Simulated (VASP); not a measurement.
Output of a VASP run:

File OUTCAR:
```
 ion  position               nearest neighbor table
   1  0.000  0.000  0.000-   3 2.54   3 2.54   3 2.54   2 2.54   2 2.54   2 2.54   3 2.54   2 2.54
  LATTYP: Found a face centered cubic cell.
 ALAT       =     5.8669380000
 Subroutine PRICEL returns:
 Original cell was already a primitive cell.
 Subroutine GETGRP returns: Found 48 space group operations
The static configuration has the point symmetry O_h .
The dynamic configuration has the point symmetry O_h .
The overall configuration has the point symmetry O_h .
 Subroutine INISYM returns: Found 48 space group operations
 Subroutine IBZKPT returns following result:
 Found     20 irreducible k-points:

 Following reciprocal coordinates:
            Coordinates               Weight
  0.000000  0.000000  0.000000      1.000000
  0.142857  0.000000  0.000000      8.000000
  0.285714  0.000000  0.000000      8.000000
  0.428571  0.000000  0.000000      8.000000
  0.142857  0.142857  0.000000      6.000000
  0.285714  0.142857  0.000000     24.000000
  0.428571  0.142857  0.000000     24.000000
 -0.428571  0.142857  0.000000     24.000000
 -0.285714  0.142857  0.000000     24.000000
 -0.142857  0.142857  0.000000     12.000000
  0.285714  0.285714  0.000000      6.000000
  0.428571  0.285714  0.000000     24.000000
 -0.428571  0.285714  0.000000     24.000000
 -0.285714  0.285714  0.000000     12.000000
  0.428571  0.428571  0.000000      6.000000
 -0.428571  0.428571  0.000000     12.000000
  0.428571  0.285714  0.142857     24.000000
 -0.428571  0.285714  0.142857     48.000000
 -0.428571  0.428571  0.142857     24.000000
 -0.285714  0.428571  0.142857     24.000000
   k-points           NKPTS =     20   k-points in BZ     NKDIM =     20   number of bands    NBANDS=     36
   number of dos      NEDOS =    301   number of ions     NIONS =      3
   total plane-waves  NPLWV =  21952
   dimension x,y,z NGX =    28 NGY =   28 NGZ =   28
   dimension x,y,z NGXF=    56 NGYF=   56 NGZF=   56
   ions per type =               1   2
   PREC   = accura    normal or accurate (medium, high low for compatibility)
   ISTART =      0    job   : 0-new  1-cont  2-samecut
   ICHARG =      2    charge: 1-file 2-atom 10-const
   ISPIN  =      1    spin polarized calculation?
   LNONCOLLINEAR =      T non collinear calculations
   LSORBIT =      T    spin-orbit coupling
   INIWAV =      1    electr: 0-lowe 1-rand  2-diag
   ENCUT  =  400.0 eV  29.40 Ry    5.42 a.u.   6.77  6.77  6.77*2*pi/ulx,y,z
   NELM   =    100;   NELMIN=  2; NELMDL= -5     # of ELM steps
   EDIFF  = 0.1E-05   stopping-criterion for ELM
   LREAL  =      F    real-space projection
   NLSPLINE    = F    spline interpolate recip. space projectors
   LMAXMIX     =    4 max onsite mixed and CHGCAR
   VOSKOWN=      0    Vosko Wilk Nusair interpolation
   EDIFFG = 0.1E-04   stopping-criterion for IOM
   NSW    =      0    number of steps for IOM
   NBLOCK =      1;   KBLOCK =      1    inner block; outer block
   IBRION =     -1    ionic relax: 0-MD 1-quasi-New 2-CG
   NFREE  =      0    steps in history (QN), initial steepest desc. (CG)
   ISIF   =      2    stress and relaxation
   ISYM   =      2    0-nonsym 1-usesym 2-fastsym
   TEIN   =    0.0    initial temperature
   TEBEG  =    0.0;   TEEND  =   0.0 temperature during run
   SMASS  =  -3.00    Nose mass-parameter (am)
   PSTRESS=    0.0 pullay stress
   NELECT =      28.0000    total number of electrons
   EFERMI =   0.00;   METHOD = LEGACY
   ISMEAR =    -1;   SIGMA  =   0.01  broadening in eV -4-tet -1-fermi 0-gaus
   IALGO  =     38    algorithm
   LDIAG  =      T    sub-space diagonalisation (order eigenvalues)
   IMIX   =      4    mixing-type and parameters
     AMIX     =   0.40;   BMIX     =  1.00
     AMIX_MAG =   1.60;   BMIX_MAG =  1.00
     AMIN     =   0.10
   GGA     = PS    functional components
   VOSKOWN =     0    Vosko Wilk Nusair interpolation
   LHFCALC =     F    Hartree Fock is set to
   LHFONE  =     F    Hartree Fock one center treatment
...
```

OSZICAR:
```
       N       E                     dE             d eps       ncg     rms          rms(c)
DAV:   1     0.337651140703E+03    0.33765E+03   -0.12296E+04  1440   0.152E+03
DAV:   2     0.300779820336E+02   -0.30757E+03   -0.29443E+03  1568   0.454E+02
DAV:   3    -0.147406589438E+02   -0.44819E+02   -0.43980E+02  1736   0.202E+02
DAV:   4    -0.166514399513E+02   -0.19108E+01   -0.19035E+01  1700   0.459E+01
DAV:   5    -0.167116120466E+02   -0.60172E-01   -0.60163E-01  1792   0.794E+00    0.668E+00
DAV:   6    -0.152599752637E+02    0.14516E+01   -0.48225E+00  2072   0.239E+01    0.256E+00
DAV:   7    -0.152462250092E+02    0.13750E-01   -0.37181E-01  1516   0.426E+00    0.151E+00
DAV:   8    -0.152367096684E+02    0.95153E-02   -0.86388E-02  1464   0.363E+00    0.458E-01
DAV:   9    -0.152346177761E+02    0.20919E-02   -0.11969E-02  2044   0.112E+00    0.114E-01
DAV:  10    -0.152354258764E+02   -0.80810E-03   -0.79849E-04  1480   0.240E-01    0.796E-02
DAV:  11    -0.152359366477E+02   -0.51077E-03   -0.41605E-04  1488   0.236E-01    0.126E-02
DAV:  12    -0.152359530568E+02   -0.16409E-04   -0.33687E-05  1620   0.692E-02    0.106E-02
DAV:  13    -0.152359578097E+02   -0.47529E-05   -0.12987E-05  1800   0.467E-02    0.360E-03
DAV:  14    -0.152359578077E+02    0.19659E-08   -0.12564E-06  1156   0.215E-02
   1 F= -.15235958E+02 E0= -.15235958E+02  d E =-.451024E-14  mag=     0.0000    -0.0000     0.0000
```

**OUTCAR**
```
------------------------ aborting loop because EDIFF is reached ----------------------------------------
  FORCE on cell =-STRESS in cart. coord.  units (eV):
  Direction    XX          YY          ZZ          XY          YZ          ZX
  --------------------------------------------------------------------------------------
  Total       -1.9824310     -1.9824310     -1.9824310      0.0000000      0.0000000      0.0000000
  in kB      -62.9120976    -62.9120976    -62.9120976      0.0000000      0.0000000      0.0000000
  external PRESSURE =     -62.9120976 kB  Pullay stress =       0.0000000 kB
  volume of cell :       50.49
      direct lattice vectors                 reciprocal lattice vectors
     0.000000000  2.933469000  2.933469000    -0.170446662  0.170446662  0.170446662
     2.933469000  0.000000000  2.933469000     0.170446662 -0.170446662  0.170446662
     2.933469000  2.933469000  0.000000000     0.170446662  0.170446662 -0.170446662
 POSITION                                       TOTAL-FORCE (eV/Angst)
 -----------------------------------------------------------------------------------
      0.00000      0.00000      0.00000        -0.000000      0.000000      0.000000
      1.46673      1.46673      1.46673         0.000000      0.000000      0.000000
      4.40020      4.40020      4.40020        -0.000000     -0.000000     -0.000000
 -----------------------------------------------------------------------------------
    total drift:                                0.000000      0.000000      0.000000
  FREE ENERGIE OF THE ION-ELECTRON SYSTEM (eV)
  ---------------------------------------------------
  free  energy   TOTEN  =       -15.2359578077 eV

  energy  without entropy=      -15.2359578077  energy(sigma->0) =      -15.23595781

 total charge

# of ion       s       p       d       tot
------------------------------------------
    1        1.542   0.311   9.870  11.723
    2        1.776   4.331   0.000   6.107
    3        1.776   4.331   0.000   6.107
--------------------------------------------------
tot          5.095   8.972   9.870  23.936

 magnetization (x)

# of ion       s       p       d       tot
------------------------------------------
    1        0.000  -0.000   0.000  -0.000
    2       -0.000  -0.000   0.000  -0.000
    3        0.000   0.000   0.000   0.000
--------------------------------------------------
tot          0.000   0.000   0.000   0.000

 magnetization (y)

# of ion       s       p       d       tot
------------------------------------------
    1        0.000  -0.000   0.000  -0.000
    2        0.000   0.000   0.000   0.000
    3        0.000   0.000   0.000   0.000
--------------------------------------------------
tot          0.000  -0.000   0.000   0.000

 magnetization (z)

# of ion       s       p       d       tot
------------------------------------------
    1        0.000  -0.000  -0.000  -0.000
    2        0.000   0.000   0.000   0.000
    3        0.000  -0.000   0.000  -0.000
--------------------------------------------------
tot          0.000  -0.000  -0.000  -0.000

 Ion:    1  E_soc:     -0.5659125

 Ion:    2  E_soc:     -0.0009271

 Ion:    3  E_soc:     -0.0009271
```
(Selected blocks of OUTCAR.)

POSCAR:
```
PbF2
1
    0.0000000000     2.9334690000     2.9334690000
    2.9334690000     0.0000000000     2.9334690000
    2.9334690000     2.9334690000     0.0000000000
Pb F
1 2
Direct
  0.0000000000   0.0000000000   0.0000000000
  0.2500000000   0.2500000000   0.2500000000
  0.7500000000   0.7500000000   0.7500000000
```

Problem. Reconstruct the remaining input files.

Solution. Several could match; the one computed here: the input of the run itself, PBEsol GGA with spin-orbit coupling, plane waves, VASP's PBE PAW potentials (set 64).

File KPOINTS:
```
Automatic mesh
0
Gamma
7 7 7
0 0 0
```

**INCAR**
```
SYSTEM=PbF2
PREC=Accurate; ENCUT=400; LREAL=.FALSE.
LASPH=.TRUE.
EDIFF=1E-6; NELM=100; ALGO=Normal
LMAXMIX=4
ISMEAR=-1; SIGMA=0.01
GGA=PS; GGA_COMPAT=.FALSE.
MAGMOM=9*0.0; LSORBIT=.TRUE.; LNONCOLLINEAR=.TRUE.
ISIF=2
LWAVE=.FALSE.; LCHARG=.FALSE.; LORBIT=11
```

POTCAR, in this order: Pb_d F (PBE.64 set). Program: vasp_ncl.

At this cut-off the stress carries a Pulay error, which pulls relaxed volumes low.

The structure is a typed PbF2 crystal (Fm-3m). The cell was not relaxed at this level. The run is one of a series of settings (GGA_COMPAT = .FALSE., LNONCOLLINEAR = .TRUE., LSORBIT = .TRUE., MAGMOM = 0.0 0.0 0.0 0.0 0.0 0.0 0.0 0.0 0.0, program vasp_ncl against the base run), some of them coarse on purpose.
